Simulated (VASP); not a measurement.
# Nb: structure and properties in VASP, part 2 of 4

What structure does Nb take at this level, and what are its properties? Left out of this account: 2 further runs (phonons: it ended without a result to show; core levels: core levels are not valid at this level). The start is a cell from a database of measured crystal structures.

VASP 6.6.1; r2SCAN; plane waves and PAW (Nb_sv).

Still holding for the runs below: This run has no spin polarisation. Its electron count is odd, so without a moment it is a metal by construction. The k-mesh is coarse for a metal.

So far. Step 2 (Full relaxation (r2SCAN)): It ends with forces that vanish by symmetry and a pressure of -0.06 GPa. The volume lies -2.3 % from that of the database's start, which holds the thermal and zero-point expansion of its experiment. Step 3 (Second relaxation): It ends with forces that vanish by symmetry and a pressure of -0.04 GPa. The volume moved by under 0.01 %: the run met its threshold at the first step.

The database entry behind the starting cell differs from later determinations by our own check (about 0.8 % long, hydrogen-cycled sample), so it need not match the best structure at ambient conditions.

**4. Density, ELF and potential (r2SCAN)**

A single point on the relaxed cell gives a clean self-consistent state, with density, ELF and potential written out.

Contents of INCAR:

```
SYSTEM = Nb
PREC = Accurate
ENCUT = 400
EDIFF = 1E-06
NELM = 100
ISMEAR = 1
SIGMA = 0.2
LREAL = .FALSE.
ALGO = Normal
METAGGA = R2SCAN
LASPH = .TRUE.
NBANDS = 12
LORBIT = 11
LWAVE = .FALSE.
LCHARG = .TRUE.
ISIF = 2
LELF = .TRUE.
LVHAR = .TRUE.
```

Contents of POSCAR:

```
Nb
1.0
   -1.6508760513      1.6508760513      1.6508760513
    1.6508760513     -1.6508760513      1.6508760513
    1.6508760513      1.6508760513     -1.6508760513
Nb
1
Direct
    0.0000000000      0.0000000000      0.0000000000
```

Contents of KPOINTS:

```
Automatic mesh
0
Gamma
8 8 8
0 0 0
```

Potentials, in the order of the species: Nb_sv (PBE family, release 64).

Launch:

```bash
$ mpirun -np 2 vasp_std
```

The log of the run:

```text
[banner, memory and clock lines left out]
running    2 mpi-ranks, on    1 nodes
 distrk:  each k-point on    2 cores,    1 groups
 distr:  one band on    1 cores,    2 groups

 POSCAR found type information on POSCAR Nb
 POSCAR found :  1 types and       1 ions
 [... a notice as in an earlier step ...]

 LDA part: xc-table for (None), standard interpolation
 POSCAR, INCAR and KPOINTS ok, starting setup
 FFT: planning ... GRIDC
 FFT: planning ... GRID_SOFT
 FFT: planning ... GRID
 WAVECAR not read
 entering main loop
       N       E                     dE             d eps       ncg     rms          rms(c)
[... 1 cycle as in an earlier step ...]
DAV:   2    -0.273723397121E+02   -0.10833E+03   -0.10465E+03   816   0.347E+02
DAV:   3    -0.314299684417E+02   -0.40576E+01   -0.38157E+01  1048   0.554E+01
[... 1 cycle as in an earlier step ...]
DAV:   5    -0.316275786546E+02   -0.94164E-02   -0.94152E-02  1048   0.192E+00    0.107E+01
DAV:   6    -0.248585371438E+02    0.67690E+01   -0.30278E+00   904   0.219E+01    0.155E+00
DAV:   7    -0.248581356711E+02    0.40147E-03   -0.13670E-01  1064   0.439E+00    0.931E-01
DAV:   8    -0.248698217149E+02   -0.11686E-01   -0.31698E-02  1076   0.207E+00    0.660E-01
DAV:   9    -0.248736696996E+02   -0.38480E-02   -0.63757E-03   856   0.942E-01    0.130E-01
DAV:  10    -0.248736090395E+02    0.60660E-04   -0.10257E-03  1092   0.423E-01    0.461E-02
DAV:  11    -0.248735930102E+02    0.16029E-04   -0.63231E-05  1028   0.917E-02    0.647E-03
DAV:  12    -0.248735905651E+02    0.24450E-05   -0.29329E-06   884   0.170E-02    0.970E-03
DAV:  13    -0.248735907285E+02   -0.16340E-06   -0.42004E-07   440   0.903E-03
   1 F= -.24873591E+02 E0= -.24874997E+02  d E =0.421768E-02
```

It took 14 s on 2 MPI ranks of Intel Xeon Platinum 8259CL at 2.50GHz (Skylake/Cascade Lake), shared host; peak memory 0.21 GiB.

Parts of OUTCAR (step 4):

```text
The static configuration has the point symmetry O_h .

 Found     29 irreducible k-points:

   NELECT =      13.0000    total number of electrons

 E-fermi :  11.0010

  Total       -0.0044357     -0.0044357     -0.0044357      0.0000000      0.0000000     -0.0000000
  in kB       -0.3948848     -0.3948848     -0.3948848      0.0000000      0.0000000     -0.0000000
  external PRESSURE =      -0.3948848 kB  Pullay stress =       0.0000000 kB

 POSITION                                       TOTAL-FORCE (eV/Angst)
 -----------------------------------------------------------------------------------
      0.00000      0.00000      0.00000         0.000000      0.000000     -0.000000
 -----------------------------------------------------------------------------------
    total drift:                                0.000000     -0.000000      0.000000

[... 18 parts as in an earlier step ...]
```

This step gave:

```
SCF cycles : 13
```

Valence electrons inside each PAW sphere by angular momentum. Sphere charges, by row:

```
atom  s (e)  p (e)  d (e)  tot (e)
 Nb1  2.221  6.004  2.479     10.7
```

ELF in the ac plane of the conventional cell at fractional y = 0.000, with atoms of Nb within 0.2 Å of it. It is the smooth field of the valence electrons, not physical close to the nuclei.

Ten even steps from '_' (0.17) to '@' (0.71), each cell a mean:
```
@@@@@@**::__::--..__--##@@@@
@@@@%%++....--++--__::**@@@@
%%##**::..::++**==::..--**##
----::..::==++**++--....::--
____..::==++++++++++--::____
..::--++++++====++++++==--..
--==++****++==--==++****++--
::::==++++++======++++++--::
____..--==++++++++++==::..__
::......::==++**++==::....::
##**==::..--++**++::..::++**
@@@@%%==....==++--..::**%%@@
@@@@@@**..__::==::__--##@@@@
@@@@@@##::__::--..__--%%@@@@
```
Columns run along a (3.3 Å), rows up along c (3.3 Å), edges of the conventional cell, whose origin can differ from the input's. Atoms in or near the plane, at fractional coordinates: Nb at (0.00, 0.00).

Valence density in the ac plane of the conventional cell at fractional y = 0.000, with atoms of Nb within 0.2 Å of it. It is the smooth field of the valence electrons, not physical close to the nuclei.

Values in e/Å³, 14 rows by 14 columns, each cell a mean:
```
6.7 5.8 3.6 1.7 0.6 0.3 0.2 0.2 0.2 0.3 0.8 2.2 4.4 6.1
4.9 4.2 2.6 1.2 0.5 0.3 0.2 0.2 0.2 0.3 0.6 1.5 3.2 4.4
2.4 2.1 1.3 0.7 0.4 0.2 0.2 0.2 0.2 0.3 0.4 0.8 1.5 2.2
0.9 0.8 0.5 0.4 0.3 0.2 0.2 0.2 0.2 0.2 0.3 0.4 0.6 0.8
0.4 0.3 0.3 0.3 0.2 0.2 0.2 0.2 0.2 0.2 0.2 0.3 0.3 0.3
0.2 0.2 0.2 0.2 0.2 0.2 0.2 0.2 0.2 0.2 0.2 0.2 0.2 0.2
0.2 0.2 0.2 0.2 0.2 0.2 0.2 0.2 0.2 0.2 0.2 0.2 0.2 0.2
0.2 0.2 0.2 0.2 0.2 0.2 0.2 0.2 0.2 0.2 0.2 0.2 0.2 0.2
0.3 0.3 0.3 0.2 0.2 0.2 0.2 0.2 0.2 0.2 0.2 0.2 0.3 0.3
0.7 0.6 0.4 0.3 0.3 0.2 0.2 0.2 0.2 0.2 0.3 0.4 0.5 0.6
1.9 1.6 1.0 0.5 0.3 0.2 0.2 0.2 0.2 0.3 0.4 0.7 1.2 1.7
4.0 3.4 2.1 1.0 0.4 0.3 0.2 0.2 0.2 0.3 0.5 1.3 2.6 3.6
6.3 5.4 3.4 1.6 0.6 0.3 0.2 0.2 0.2 0.3 0.8 2.1 4.2 5.8
7.3 6.3 4.0 1.9 0.7 0.3 0.2 0.2 0.2 0.4 0.9 2.4 4.9 6.7
```
Columns run along a (3.3 Å), rows up along c (3.3 Å), edges of the conventional cell, whose origin can differ from the input's. Atoms in or near the plane, at fractional coordinates: Nb at (0.00, 0.00).

Electrostatic potential energy in the ac plane of the conventional cell at fractional y = 0.000, with atoms of Nb within 0.2 Å of it. With pseudopotentials it is smooth inside the atoms' cores, unlike the true potential.

Ten even steps from '0' (-72 eV) to '9' (2 eV), each cell a mean:
```
00147999986300
01258999997420
33579999998643
66899999999876
89999999999998
99999999999999
99999999999999
99999999999999
99999999999999
77899999999987
34689999999754
11368999998521
00147999996310
00137999986300
```
Columns run along a (3.3 Å; values clipped at the 3rd and 97th percentile), rows up along c (3.3 Å), edges of the conventional cell, whose origin can differ from the input's. Atoms in or near the plane, at fractional coordinates: Nb at (0.00, 0.00).

In this run the pressure is -0.04 GPa, small enough to go on.

**5. Bands along the symmetry lines (r2SCAN)**

The mesh alone shows little of the dispersion and can miss band extrema, so KPOINTS_OPT adds a path through the symmetry points after the self-consistent cycle.

Contents of INCAR:

```
SYSTEM = Nb
PREC = Accurate
ENCUT = 400
EDIFF = 1E-06
NELM = 100
ISMEAR = 1
SIGMA = 0.2
LREAL = .FALSE.
ALGO = Normal
METAGGA = R2SCAN
LASPH = .TRUE.
NBANDS = 17
LORBIT = 11
LWAVE = .FALSE.
LCHARG = .FALSE.
KPAR = 2
```

POSCAR is that of step 4.

KPOINTS is that of step 4.

Contents of KPOINTS_OPT:

```
Line mode
16
Line-mode
Reciprocal
  0.00000000   0.00000000   0.00000000 GAMMA
  0.50000000  -0.50000000   0.50000000 H

  0.50000000  -0.50000000   0.50000000 H
  0.00000000   0.00000000   0.50000000 N

  0.00000000   0.00000000   0.50000000 N
  0.00000000   0.00000000   0.00000000 GAMMA

  0.00000000   0.00000000   0.00000000 GAMMA
  0.25000000   0.25000000   0.25000000 P

  0.25000000   0.25000000   0.25000000 P
  0.50000000  -0.50000000   0.50000000 H

  0.25000000   0.25000000   0.25000000 P
  0.00000000   0.00000000   0.50000000 N
```

Launch:

```bash
$ mpirun -np 2 vasp_std
```

The log of the run:

```text
[... set-up lines as in an earlier step ...]
 entering main loop
       N       E                     dE             d eps       ncg     rms          rms(c)
DAV:   1     0.857148289870E+02    0.85715E+02   -0.58931E+03   994   0.639E+02
DAV:   2    -0.283774919940E+02   -0.11409E+03   -0.10774E+03  1120   0.261E+02
DAV:   3    -0.315327076344E+02   -0.31552E+01   -0.30863E+01  1431   0.422E+01
DAV:   4    -0.316250074057E+02   -0.92300E-01   -0.92163E-01  1192   0.634E+00
DAV:   5    -0.316276381753E+02   -0.26308E-02   -0.26302E-02  1463   0.997E-01    0.107E+01
DAV:   6    -0.248587677298E+02    0.67689E+01   -0.23663E+00  1462   0.154E+01    0.154E+00
DAV:   7    -0.248580572222E+02    0.71051E-03   -0.90878E-02  1335   0.304E+00    0.916E-01
DAV:   8    -0.248699206039E+02   -0.11863E-01   -0.26323E-02  1503   0.157E+00    0.646E-01
DAV:   9    -0.248737639433E+02   -0.38433E-02   -0.69724E-03  1050   0.749E-01    0.161E-01
DAV:  10    -0.248736143653E+02    0.14958E-03   -0.83391E-04  1464   0.334E-01    0.450E-02
DAV:  11    -0.248735952209E+02    0.19144E-04   -0.41129E-05  1395   0.633E-02    0.122E-02
DAV:  12    -0.248735910446E+02    0.41763E-05   -0.62194E-06  1585   0.155E-02    0.138E-02
DAV:  13    -0.248735908093E+02    0.23531E-06   -0.42140E-07   746   0.740E-03
   1 F= -.24873591E+02 E0= -.24874996E+02  d E =0.421653E-02
 Start KPOINTS_OPT (optional k-point list driver)
k-point batch [1-29\96]
       N       E                     dE             ncg
DAV:   1    -0.174364906143E+04   -0.14293E+05     1018
DAV:   2    -0.488549415568E+04   -0.31418E+04     1115
DAV:   3    -0.495175017416E+04   -0.66256E+02     1350
DAV:   4    -0.495375776751E+04   -0.20076E+01     1218
DAV:   5    -0.495382451158E+04   -0.66744E-01     1379
DAV:   6    -0.495382683588E+04   -0.23243E-02     1230
DAV:   7    -0.495382687051E+04   -0.34631E-04     1322
DAV:   8    -0.495382687171E+04   -0.12055E-05      946
DAV:   9    -0.495382687180E+04   -0.89448E-07      702
[...]
k-point batch [88-96\96]
       N       E                     dE             ncg
DAV:   1     0.105274219221E+05   -0.54259E+04      306
DAV:   2     0.954473275382E+04   -0.98269E+03      336
DAV:   3     0.952124963054E+04   -0.23483E+02      426
DAV:   4     0.952049053740E+04   -0.75909E+00      411
DAV:   5     0.952047550035E+04   -0.15037E-01      431
DAV:   6     0.952047514122E+04   -0.35913E-03      394
DAV:   7     0.952047512613E+04   -0.15095E-04      408
DAV:   8     0.952047512540E+04   -0.73010E-06      326
```

Elapsed: 34 s, on 2 MPI ranks; peak memory 0.25 GiB; 67 s of CPU time.

From OUTCAR (step 5):

```text
   k-points           NKPTS =     29   k-points in BZ     NKDIM =     29   number of bands    NBANDS=     17

   NELECT =      13.0000    total number of electrons

 E-fermi :  11.0008

 k-point     1 :       0.0000    0.0000    0.0000
  band No.  band energies     occupation
      1     -45.0281      2.00000
      2     -19.5672      2.00000
      3     -19.5672      2.00000
      4     -19.5672      2.00000
      5       4.8723      2.00000
      6      11.5859     -0.00028
      7      11.5859     -0.00028
      8      11.5859     -0.00028
      9      14.6986     -0.00000
     10      14.6986     -0.00000
    ...

  Total       -0.0011209     -0.0011209     -0.0011209      0.0000000      0.0000000     -0.0000000
  in kB       -0.0997886     -0.0997886     -0.0997886      0.0000000      0.0000000     -0.0000000
  external PRESSURE =      -0.0997886 kB  Pullay stress =       0.0000000 kB

 POSITION                                       TOTAL-FORCE (eV/Angst)
 -----------------------------------------------------------------------------------
      0.00000      0.00000      0.00000        -0.000000     -0.000000      0.000000
 -----------------------------------------------------------------------------------
    total drift:                                0.000000     -0.000000      0.000000

  FREE ENERGIE OF THE ION-ELECTRON SYSTEM (eV)
  ---------------------------------------------------
  free  energy   TOTEN  =       -24.8735908093 eV

  energy  without entropy=      -24.8778073367  energy(sigma->0) =      -24.87499632

[... 8 parts as in an earlier step ...]

[... 8 further parts left out ...]
```

Spin-orbit coupling is off here; it would split degenerate levels.

This step gave:

| Quantity | Value |
| --- | --- |
| bands | 17 |
| pressure | -0.009979 GPa |

Electronic bands along the path, in eV, zero at the Fermi level; # counts the bands kept, so #1 is VASP's band 5:

```
          point     #1     #2     #3    #4    #5     #6
              Γ  -6.13   0.59   0.59  0.59  3.70   3.70
0.47 of the way  -2.77  -0.59   1.00  1.00  2.55   5.14
              H  -3.76  -3.76   6.00  6.00  6.00   9.68
0.53 of the way  -2.74  -1.48   0.71  1.93  6.42   8.34
              N  -3.76  -1.57   2.40  3.72  4.44   6.79
0.47 of the way  -3.93  -0.74   0.06  3.19  3.29   3.88
              Γ  -6.13   0.59   0.59  0.59  3.70   3.70
0.53 of the way  -2.74  -1.12  -1.12  3.81  3.81   5.57
              P  -1.05  -1.05  -1.05  4.59  4.59  10.34
0.47 of the way  -1.46  -1.35  -1.35  4.11  4.11  11.22
              H  -3.76  -3.76   6.00  6.00  6.00   9.68
      jump to P  -1.05  -1.05  -1.05  4.59  4.59  10.34
0.47 of the way  -2.42  -1.61   0.57  4.15  4.52   9.37
              N  -3.76  -1.57   2.40  3.72  4.44   6.79
```

The electronic bands as a text plot (rows in eV, shown from -6.1 to 3.4 only):

```
    3.2 | *    * *          *    ****
    2.8 |
    2.4 |  *  *         *  * *           *                      *
    2.0 |    *  *       ***   *   *                     *
    1.6 |   *               *  *   *                           *
    1.2 |   *  *                        *                     *
    0.8 | ** **          *          * **               *
    0.4 |****              *    *  ******                    *
    0.0 |    *                   ***                  *
   -0.4 |                 *       *      *                  *
   -0.8 |     *            *     *        *   ** ***       *
   -1.1 |      *                *          *** **   **     *
   -1.5 |                *  ****             **  *   *      *****
   -1.9 |       *                           *     * *        *
   -2.3 |      **       *                          *  *
   -2.7 |     *  *      **                 *           *
   -3.1 |         *    *  **                            *     *
   -3.5 |    *     ****     * ***                        **    **
   -3.9 |                    *   *        *
   -4.3 |
   -4.7 |   *                     *      *
   -5.1 |  *                       *
   -5.5 |                           *   *
   -5.9 |**                          ***
         Γ           H       N        Γ         P        H|P    N
```

There is no gap at this level.

[end of part 2 of 4]

[Lines on the potential files, build, host, timing and source positions are cut from VASP's logs without a mark.]

[Logs are printed without paths, hosts, clocks, repeated set-up lines and the standing remarks that a program may print on its own settings, such as how far it seeks lower states.]

[Hosts, paths, dates, database ids (printed as entryN), source tags and the programs' standing remarks are cut or masked in the printed files.]

[A measured line is paired with the nearest computed mode of its activity, which favours agreement.]
